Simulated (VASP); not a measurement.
The system is Ga4AsP3.

```
Ga As P
1.0
    -2.76313    2.76313    0.00000
    -2.76313   -5.52626    2.76313
     2.76313    2.76313    5.52626
Ga As P
4 1 3
Direct
  0.00000 0.00000 0.00000
  0.75000 0.50000 0.25000
  0.50000 0.00000 0.50000
  0.25000 0.50000 0.75000
  0.56250 0.12500 0.18750
  0.31250 0.62500 0.43750
  0.06250 0.12500 0.68750
  0.81250 0.62500 0.93750
```

The cell comes from a database or a generator and needn't be the stable form of this composition.

| Property | Result |
| --- | --- |
| Program | VASP 6.6.1 |
| Task | relaxation of cell and atoms |
| Functional | PBEsol |
| Potentials or basis | VASP PAW PBE potentials, release 64 (Ga_d, As, P) |
| Cutoff | 600 eV |
| k mesh | 2 × 2 × 2 |
| Occupations | gaussian, width 0.02 eV |
| Spin | no spin polarisation |

At the start: pressure -0.2 GPa; volume 21.10 Å³/atom.

How do energy, volume and symmetry change on relaxing?

Over 16 steps the energy falls by 28.4 meV/atom and the volume is 20.95 Å³/atom (-0.7 %); space group Cm (No. 8, to 0.05 Å).

The path:
| step | energy change (eV) | largest force (eV/Å) | pressure (GPa) | volume (Å³) |
| --- | --- | --- | --- | --- |
| 1 | 0.0000 | 0.9122 | -0.21 | 168.77 |
| 2 | -0.1653 | 0.5675 | 0.19 | 167.96 |
| 3 | -0.1658 | 0.5723 | 0.23 | 167.91 |
| 4 | -0.2168 | 0.2178 | -0.27 | 168.45 |
| 5 | -0.2202 | 0.1624 | -0.43 | 168.63 |
| 6 | -0.2258 | 0.1055 | 0.17 | 167.24 |
| 7 | -0.2258 | 0.1033 | 0.15 | 167.32 |
| 8 | -0.2272 | 0.0221 | 0.04 | 167.53 |
| 9 | -0.2272 | 0.0250 | 0.04 | 167.56 |
| 10 | -0.2273 | 0.0182 | -0.04 | 167.72 |
| 11 | -0.2273 | 0.0188 | -0.07 | 167.77 |
| 12 | -0.2274 | 0.0136 | -0.04 | 167.71 |
| 13 | -0.2275 | 0.0142 | -0.02 | 167.67 |
| 14 | -0.2275 | 0.0191 | 0.02 | 167.58 |
| 15 | -0.2275 | 0.0154 | 0.01 | 167.61 |
| 16 | -0.2275 | 0.0097 | 0.01 | 167.62 |

Final structure:
```
Ga As P
1.0
    -2.89172    2.89172    0.00000
    -2.65025   -5.54197    2.62449
     2.75239    2.75239    5.31225
Ga As P
4 1 3
Cartesian
  -2.7912 0.1005 7.8900
  -2.8455 0.0462 2.6906
  -2.6934 -2.6934 5.3281
  0.0271 0.0271 5.3009
  -1.4425 1.4492 1.3115
  -1.3527 -1.3527 3.9734
  1.3798 1.3798 3.9629
  -1.4237 1.4680 6.5860
```

Caveat: the k mesh is coarse (spacing up to 0.84 Å⁻¹), so the values aren't converged; the PAW data sets were made with another functional, which shifts forces and pressure a little.
